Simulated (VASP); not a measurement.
Wanted: the native input for a VASP 6.6.1 run.

```yaml
Task: single point
Functional: r2SCAN
Potentials_or_basis: VASP PAW PBE potentials, release 64 (C, Zn)
Cutoff: 520 eV
k_mesh: 8 × 8 × 8
Occupations: fermi-dirac, width 0.02 eV
Spin: no spin polarisation
Dipole_correction: no
Further_INCAR_settings: ALGO = Normal; EDIFF = 1e-06; NBANDS = 21
```

The system is Zn2C.

```
CELL_PARAMETERS angstrom
0.00000 2.55733 2.57795
2.55733 0.00000 2.57795
2.55733 2.55733 0.00000
ATOMIC_POSITIONS crystal
C 0.00000 0.00000 0.00000
Zn 0.25000 0.25000 0.25000
Zn 0.75000 0.75000 0.75000
```

The cell was built by a generator and needn't be a form met in nature.

The cell isn't the ideal one: biaxial_xy strain -0.8%.

The input as run:

POSCAR

```
Zn2C
1.0
    0.0000000000      2.5573254349      2.5779490272
    2.5573254349      0.0000000000      2.5779490272
    2.5573254349      2.5573254349      0.0000000000
C Zn
1 2
Direct
    0.0000000000      0.0000000000      0.0000000000
    0.2500000000      0.2500000000      0.2500000000
    0.7500000000      0.7500000000      0.7500000000
```

INCAR.step1

```
PREC = Accurate ; ENCUT = 520
ISMEAR = -1 ; SIGMA = 0.02
LREAL = F ; LASPH = T
NELM = 100 ; NBANDS = 21
GGA = PE ; ALGO = Normal
EDIFF = 1E-4 ; LWAVE = T
LCHARG = F
```

INCAR.step2

```
PREC = Accurate ; ENCUT = 520
EDIFF = 1E-6 ; ISMEAR = -1
SIGMA = 0.02 ; LREAL = F
LASPH = T ; NELM = 100
ALGO = Normal ; ISIF = 2
LWAVE = F ; LCHARG = T
METAGGA = R2SCAN ; LMIXTAU = T
LELF = T ; LVHAR = T
NBANDS = 21 ; ISTART = 1
```

KPOINTS

```
Automatic mesh
0
Gamma
  8 8 8
```

Potentials or basis: VASP PAW PBE potentials, release 64 (C, Zn).

Command:

```sh
$ cat potpaw_PBE.64/C/POTCAR potpaw_PBE.64/Zn/POTCAR > POTCAR
$ cp INCAR.step1 INCAR
$ mpirun -np 1 vasp_std > vasp.out
$ cp INCAR.step2 INCAR
$ mpirun -np 1 vasp_std > vasp.out
```

Results of the run:

```yaml
Pressure: 3.2 GPa
Band_gap_on_the_k_mesh: 0.18 eV, direct
```

Caveat: the PAW data sets were made with another functional, which shifts forces and pressure a little.

It took 2.8 min on 1 thread of AMD EPYC 7R13 Processor (Zen 3) (shared host), peak memory 0.15 GiB.
